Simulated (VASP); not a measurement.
Energy against volume of BP (zinc blende). All values below come from RPBE GGA, VASP's PBE PAW potentials (set 64) (plane waves; VASP 6.6.1). Settings: 520 eV cut-off, 10×10×10 Γ-centred mesh, Gaussian smearing of 0.050 eV, potentials B P.

```
V (Å³/atom)  E (eV/atom)
-----------  -----------
11.578          -6.13184
11.936          -6.13748
12.294          -6.13268
12.653          -6.11884
```

**Question.** Fit these four points and predict the energy of the run at 11.220 Å³/atom.

**Answer.** A cubic in V^(−2/3), the third-order Birch-Murnaghan form, passes through the four points with V0 = 11.94 Å³/atom and B0 = 155 GPa, and gives -6.1141 eV/atom there. The run gave -6.1141 eV/atom, -0.0 meV/atom from the fit; all five points give B0 = 155 GPa.

The compound is BP in the zinc blende structure. It was relaxed first.
